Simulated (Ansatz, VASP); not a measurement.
# GaSb: VASP beside Ansatz, part 2 of 2

Aim: how closely do two programs agree when they are given the same cell, functional and k mesh? The cell is taken from a series of runs on this material, whose earlier steps may have relaxed, scaled, displaced or heated it; both programs get it as it stands.

VASP 6.6.1 and Ansatz 0.2.0.

So far: The starting structure; Ansatz: zone-centre phonons, LDA.

## Step 3: VASP: zone-centre phonons, LDA

Level of this step: LDA; plane waves and PAW (Ga_d, Sb) (VASP).

The same cell, functional (in two slightly different forms), mesh and smearing now go to VASP, with its own data sets.

Lines of VASP's logs that name or quote its potential files are left out, and so is its time.

The input, INCAR:

```
SYSTEM = GaSb
PREC = Accurate
ENCUT = 500
EDIFF = 1E-08
NELM = 120
ISMEAR = 1
SIGMA = 0.2
LREAL = .FALSE.
ALGO = Normal
GGA = CA
NBANDS = 15
LORBIT = 11
LWAVE = .FALSE.
LCHARG = .FALSE.
ISIF = 2
IBRION = 8
LASPH = .TRUE.
GGA_COMPAT = .FALSE.
KPAR = 2
```

The input, POSCAR:

```
GaSb
1.0
    0.0000000000      3.0150398718      3.0546097977
    3.0150398718      0.0000000000      3.0546097977
    3.0150398718      3.0150398718      0.0000000000
Ga Sb
1 1
Direct
    0.0000000000      0.0000000000      0.0000000000
    0.7500000000      0.7500000000      0.7500000000
```

The input, KPOINTS:

```
Automatic mesh
0
Gamma
12 12 12
0 0 0
```

PAW data sets: Ga_d and Sb (LDA family, release 64).

On the command line:

```bash
$ mpirun -np 2 vasp_std
```

Numbers of over 12 decimals in the logs are rounded to 6 here.

Output:

```text
[banner, memory and clock lines left out]
running    2 mpi-ranks, on    1 nodes
 distrk:  each k-point on    1 cores,    2 groups
 distr:  one band on    1 cores,    1 groups

 POSCAR found type information on POSCAR GaSb
 POSCAR found :  2 types and       2 ions
 LDA part: xc-table for (Slater(with rela. corr.)+CA(PZ))
 , standard interpolation
 POSCAR, INCAR and KPOINTS ok, starting setup
 FFT: planning ... GRIDC
 FFT: planning ... GRID_SOFT
 FFT: planning ... GRID
 WAVECAR not read
 entering main loop
       N       E                     dE             d eps       ncg     rms          rms(c)
DAV:   1     0.807556913651E+02    0.80756E+02   -0.85408E+03  4978   0.146E+03
DAV:   2    -0.263684556213E+01   -0.83393E+02   -0.80653E+02  5779   0.301E+02
DAV:   3    -0.869151370699E+01   -0.60547E+01   -0.60375E+01  5758   0.677E+01
DAV:   4    -0.879791209125E+01   -0.10640E+00   -0.10638E+00  6110   0.101E+01
DAV:   5    -0.880048610343E+01   -0.25740E-02   -0.25740E-02  6321   0.137E+00    0.341E+00
DAV:   6    -0.870963448981E+01    0.90852E-01   -0.75855E-02  7167   0.449E+00    0.199E+00
DAV:   7    -0.867295321767E+01    0.36681E-01   -0.53057E-02  5618   0.185E+00    0.294E-01
DAV:   8    -0.867270076184E+01    0.25246E-03   -0.48039E-03  6169   0.857E-01    0.990E-02
DAV:   9    -0.867277851278E+01   -0.77751E-04   -0.34435E-04  5819   0.165E-01    0.396E-02
DAV:  10    -0.867277140530E+01    0.71075E-05   -0.17332E-05  6441   0.364E-02    0.139E-02
DAV:  11    -0.867277360183E+01   -0.21965E-05   -0.43590E-06  5717   0.196E-02    0.517E-03
DAV:  12    -0.867277357010E+01    0.31729E-07   -0.22566E-07  6220   0.354E-03    0.113E-03
DAV:  13    -0.867277357982E+01   -0.97143E-08   -0.20560E-08  5980   0.133E-03
   1 F= -.86727736E+01 E0= -.86729166E+01  d E =0.429109E-03
 Linear response reoptimize wavefunctions to high precision
DAV:   1    -0.867277357989E+01   -0.74579E-10   -0.74183E-10  4995   0.356E-04
 Linear response DOF=           4
 Linear response progress:
  Degree of freedom:   1/  4
       N       E                     dE             d eps       ncg     rms          rms(c)
RMM:   1    -0.168164494642E+00   -0.16816E+00    0.10025E-01 17765   0.854E+00
RMM:   2    -0.166754037135E+00    0.14105E-02   -0.27793E-02 26762   0.137E+00    0.405E-02
RMM:   3    -0.166835892353E+00   -0.81855E-04   -0.35115E-03 27523   0.454E-01    0.263E-02
RMM:   4    -0.166823192904E+00    0.12699E-04   -0.19285E-03 30483   0.223E-01    0.150E-02
RMM:   5    -0.166835382532E+00   -0.12190E-04   -0.58108E-05 29553   0.555E-02    0.476E-03
RMM:   6    -0.166838376359E+00   -0.29938E-05   -0.86271E-06 29682   0.228E-02    0.842E-04
RMM:   7    -0.166828613687E+00    0.97627E-05   -0.27440E-06 28874   0.103E-02    0.693E-04
RMM:   8    -0.166831943851E+00   -0.33302E-05   -0.92640E-07 29414   0.469E-03    0.195E-04
RMM:   9    -0.166833245254E+00   -0.13014E-05   -0.31750E-07 29374   0.219E-03    0.854E-05
RMM:  10    -0.166833795581E+00   -0.55033E-06    0.48655E-08 30015   0.107E-03    0.255E-05
RMM:  11    -0.166833889879E+00   -0.94298E-07   -0.59365E-08 29810   0.530E-04    0.162E-05
RMM:  12    -0.166834047735E+00   -0.15786E-06   -0.11952E-08 29654   0.279E-04    0.184E-06
RMM:  13    -0.166834046201E+00    0.15344E-08    0.21463E-08 29903   0.154E-04    0.401E-06
 first order change of Fermi-energy  -0.10976E-04
 force on displaced ion       1 direction 1 :  -8.222  -0.000   0.000
 Linear response progress:
  Degree of freedom:   2/  4
       N       E                     dE             d eps       ncg     rms          rms(c)
RMM:   1    -0.168323998631E+00   -0.16832E+00    0.92228E-02 10436   0.847E+00
RMM:   2    -0.166909441307E+00    0.14146E-02   -0.28276E-02 15604   0.135E+00    0.407E-02
RMM:   3    -0.166909837841E+00   -0.39653E-06   -0.33884E-03 16186   0.435E-01    0.269E-02
RMM:   4    -0.166864773400E+00    0.45064E-04   -0.16161E-03 17632   0.210E-01    0.140E-02
RMM:   5    -0.166888539713E+00   -0.23766E-04   -0.73332E-05 17213   0.526E-02    0.453E-03
RMM:   6    -0.166891356331E+00   -0.28166E-05   -0.12791E-05 17269   0.216E-02    0.554E-04
RMM:   7    -0.166882580636E+00    0.87757E-05   -0.30229E-06 16863   0.964E-03    0.708E-04
RMM:   8    -0.166885766180E+00   -0.31855E-05   -0.63001E-07 17097   0.435E-03    0.212E-04
RMM:   9    -0.166887149587E+00   -0.13834E-05   -0.16435E-07 17041   0.205E-03    0.826E-05
RMM:  10    -0.166887840947E+00   -0.69136E-06   -0.34449E-08 17456   0.101E-03    0.202E-05
RMM:  11    -0.166887833660E+00    0.72867E-08   -0.13003E-08 17290   0.496E-04    0.908E-06
 first order change of Fermi-energy   0.35176E-04
 force on displaced ion       1 direction 3 :   0.000   0.000  -8.194
 Linear response progress:
  Degree of freedom:   3/  4
       N       E                     dE             d eps       ncg     rms          rms(c)
RMM:   1    -0.293471885682E-01   -0.29347E-01    0.11747E-03 28744   0.141E+00
RMM:   2    -0.265598724581E-01    0.27873E-02   -0.37338E-03 26100   0.399E-01    0.680E-02
RMM:   3    -0.264900339454E-01    0.69839E-04   -0.22435E-04 28940   0.108E-01    0.361E-02
RMM:   4    -0.265085908957E-01   -0.18557E-04   -0.43674E-05 29047   0.456E-02    0.462E-03
RMM:   5    -0.265141434190E-01   -0.55525E-05   -0.61635E-06 30246   0.159E-02    0.296E-03
RMM:   6    -0.265068980912E-01    0.72453E-05   -0.86559E-07 29067   0.500E-03    0.701E-04
RMM:   7    -0.265061129179E-01    0.78517E-06   -0.83988E-08 29883   0.151E-03    0.312E-04
RMM:   8    -0.265056622663E-01    0.45065E-06   -0.11102E-08 28697   0.554E-04    0.835E-05
RMM:   9    -0.265056394809E-01    0.22785E-07   -0.36238E-09 29956   0.203E-04    0.275E-05
RMM:  10    -0.265056507525E-01   -0.11272E-07   -0.24396E-09 28473   0.829E-05    0.639E-06
RMM:  11    -0.265056435307E-01    0.72218E-08   -0.20149E-09 29187   0.325E-05    0.416E-06
 first order change of Fermi-energy   0.49971E-04
 force on displaced ion       2 direction 1 :  -8.271   0.000  -0.000
 Linear response progress:
  Degree of freedom:   4/  4
       N       E                     dE             d eps       ncg     rms          rms(c)
RMM:   1    -0.294714452719E-01   -0.29471E-01    0.54605E-04 16509   0.142E+00
RMM:   2    -0.265465972876E-01    0.29248E-02   -0.37933E-03 15388   0.399E-01    0.686E-02
RMM:   3    -0.264831263075E-01    0.63471E-04   -0.22420E-04 16900   0.106E-01    0.365E-02
RMM:   4    -0.265072683040E-01   -0.24142E-04   -0.43604E-05 17009   0.452E-02    0.456E-03
RMM:   5    -0.265128503590E-01   -0.55821E-05   -0.61197E-06 17662   0.155E-02    0.295E-03
RMM:   6    -0.265048612427E-01    0.79891E-05   -0.75077E-07 16947   0.482E-03    0.561E-04
RMM:   7    -0.265042742614E-01    0.58698E-06   -0.66489E-08 17567   0.145E-03    0.276E-04
RMM:   8    -0.265040297078E-01    0.24455E-06   -0.11300E-08 16868   0.519E-04    0.647E-05
RMM:   9    -0.265040333387E-01   -0.36309E-08    0.47653E-10 17576   0.194E-04    0.307E-05
 first order change of Fermi-energy   0.68364E-03
 force on displaced ion       2 direction 3 :  -0.000  -0.000  -8.230
 Linear response finished
```

Parts of OUTCAR (step 3):

```text
ion  position               nearest neighbor table
   1  0.000  0.000  0.000-   2 2.62   2 2.62   2 2.62   2 2.62
   2  0.750  0.750  0.750-   1 2.62   1 2.62   1 2.62   1 2.62

  LATTYP: Found a body centered tetragonal cell.
 ALAT       =     4.2639102778
 C/A-ratio  =     1.4327739557

 Subroutine GETGRP returns: Found  8 space group operations
 (whereof  8 operations were pure point group operations)

The static configuration has the point symmetry D_2d.

 Found    163 irreducible k-points:

   k-points           NKPTS =    163   k-points in BZ     NKDIM =    163   number of bands    NBANDS=     15

   dimension x,y,z NGX =    32 NGY =   32 NGZ =   32
   dimension x,y,z NGXF=    64 NGYF=   64 NGZF=   64

   ENCUT  =  500.0 eV  36.75 Ry    6.06 a.u.   7.83  7.83  7.77*2*pi/ulx,y,z

   NELECT =      18.0000    total number of electrons

 k-points in reciprocal lattice and weights: Automatic mesh
   0.00000000  0.00000000  0.00000000       0.001
   0.08333333  0.00000000  0.00000000       0.005
   0.16666667  0.00000000  0.00000000       0.005
   0.25000000  0.00000000  0.00000000       0.005
   0.33333333 -0.00000000  0.00000000       0.005
   0.41666667  0.00000000  0.00000000       0.005
   0.50000000  0.00000000  0.00000000       0.002
   0.08333333  0.08333333  0.00000000       0.001
   0.16666667  0.08333333  0.00000000       0.005
[...]
-0.33333333  0.16666667  0.50000000       0.002
  -0.25000000  0.25000000  0.50000000       0.001

 average (electrostatic) potential at core
       1 -66.6140       2 -88.3756

  Total        0.0673837      0.0673837     -0.1466582      0.0000000      0.0000000      0.0000000
  in kB        1.9439884      1.9439884     -4.2310199      0.0000000      0.0000000      0.0000000
  external PRESSURE =      -0.1143477 kB  Pullay stress =       0.0000000 kB

  energy-cutoff  :      500.00
  volume of cell :       55.54
      direct lattice vectors                 reciprocal lattice vectors
     0.000000000  3.015039872  3.054609798    -0.165835286  0.165835286  0.163687028
     3.015039872  0.000000000  3.054609798     0.165835286 -0.165835286  0.163687028
     3.015039872  3.015039872  0.000000000     0.165835286  0.165835286 -0.163687028

 POSITION                                       TOTAL-FORCE (eV/Angst)
 -----------------------------------------------------------------------------------
      0.00000      0.00000      0.00000         0.000000      0.000000      0.000000
      4.52256      4.52256      4.58191        -0.000000     -0.000000     -0.000000
 -----------------------------------------------------------------------------------
    total drift:                                0.000000      0.000000     -0.000001

 Eigenvectors and eigenvalues of the dynamical matrix
 ----------------------------------------------------

   1 f  =    6.739630 THz    42.346347 2PiTHz  224.809873 cm-1    27.872859 meV
             X         Y         Z           dx          dy          dz
      0.000000  0.000000  0.000000    -0.796538    0.000000    0.000000
      4.522560  4.522560  4.581915     0.604589    0.000000    0.000000

   2 f  =    6.739630 THz    42.346347 2PiTHz  224.809873 cm-1    27.872859 meV
             X         Y         Z           dx          dy          dz
      0.000000  0.000000  0.000000     0.000000    0.796538    0.000000
      4.522560  4.522560  4.581915     0.000000   -0.604589   -0.000000

   3 f  =    6.726413 THz    42.263297 2PiTHz  224.368972 cm-1    27.818195 meV
             X         Y         Z           dx          dy          dz
      0.000000  0.000000  0.000000     0.000000    0.000000   -0.796778
      4.522560  4.522560  4.581915     0.000000   -0.000000    0.604272

   4 f/i=    0.007020 THz     0.044105 2PiTHz    0.234147 cm-1     0.029031 meV
             X         Y         Z           dx          dy          dz
      0.000000  0.000000  0.000000     0.000000   -0.000000    0.604272
      4.522560  4.522560  4.581915     0.000000   -0.000000    0.796778

   5 f/i=    0.009713 THz     0.061027 2PiTHz    0.323980 cm-1     0.040168 meV
             X         Y         Z           dx          dy          dz
      0.000000  0.000000  0.000000    -0.604589    0.000000    0.000000
      4.522560  4.522560  4.581915    -0.796538    0.000000    0.000000

   6 f/i=    0.009713 THz     0.061027 2PiTHz    0.323980 cm-1     0.040168 meV
             X         Y         Z           dx          dy          dz
      0.000000  0.000000  0.000000     0.000000   -0.604589   -0.000000
      4.522560  4.522560  4.581915     0.000000   -0.796538   -0.000000

 ELASTIC MODULI CONTR FROM IONIC RELAXATION (kBar)
 Direction    XX          YY          ZZ          XY          YZ          ZX
 --------------------------------------------------------------------------------
 XX           0.0000      0.0000      0.0000      0.0000      0.0000      0.0000
 YY           0.0000      0.0000      0.0000      0.0000      0.0000      0.0000
 ZZ           0.0000      0.0000      0.0000      0.0000      0.0000      0.0000
 XY           0.0000      0.0000      0.0000   -181.9507     -0.0000     -0.0000
 YZ           0.0000      0.0000      0.0000     -0.0000   -187.3144     -0.0000
 ZX           0.0000      0.0000      0.0000     -0.0000     -0.0000   -163.4635
 --------------------------------------------------------------------------------
```

The gap is under twice the smearing width, so the edge states are partly filled and the run can't tell a small gap from a semimetal. Methfessel-Paxton smearing is not meant for a cell with a gap.

## Step 4: Comparison

Known differences besides the potentials themselves: the two LDA forms differ slightly; the data sets hold 28 valence electrons in Ansatz (on its PAW soft_1 files) and 18 in VASP; the cutoff is 420 eV in Ansatz and 500 eV in VASP; VASP's log shows a relativistic correction to its local exchange, Ansatz's none. Total energies have different zeros and are not compared.

Compared:

```tsv
quantity	Ansatz	VASP	difference
optical mode 1 (cm⁻¹)	222.5	224.4	-0.85 %
optical mode 2 to 3 (cm⁻¹)	223.0	224.8	-0.79 %
```

Our record labels this cell a metal in Ansatz alone; each run is judged by its own test, so with a small gap or wide smearing the label says little about the levels. Modes are paired by rising frequency, not by their patterns, so a pair may set unlike modes beside each other; they are those without the splitting of longitudinal modes.

## Step 5: What came out

```yaml
r_m_s_difference_of_the_optical_zone_centre_modes_each_program_s_sorted_by_frequency_zone_centre_phonons_lda: 1.8 cm⁻¹
difference_in_optical_mode_1_zone_centre_phonons_lda: -0.8 %
```

**Reading.** The r.m.s. difference of the optical zone-centre modes, each program's sorted by frequency is 1.8 cm⁻¹ (zone-centre phonons, LDA). The data sets hold unlike numbers of valence electrons (28 in Ansatz and 18 in VASP), so part of the differences comes from the potentials. Among the rows given in per cent, the largest difference of the zone-centre phonons, LDA pair is in optical mode 1, -0.8 %. Such differences can come from data sets, numerical settings and the points named under the comparisons, not from the functional's error against experiment.

[Lines on the potential files, build, host, timing and source positions are cut from VASP's logs without a mark.]

[Logs are printed without paths, hosts, clocks, repeated set-up lines and the standing remarks that a program may print on its own settings, such as how far it seeks lower states.]

[Hosts, paths, dates, database ids (printed as entryN), source tags and the programs' standing remarks are cut or masked in the printed files.]
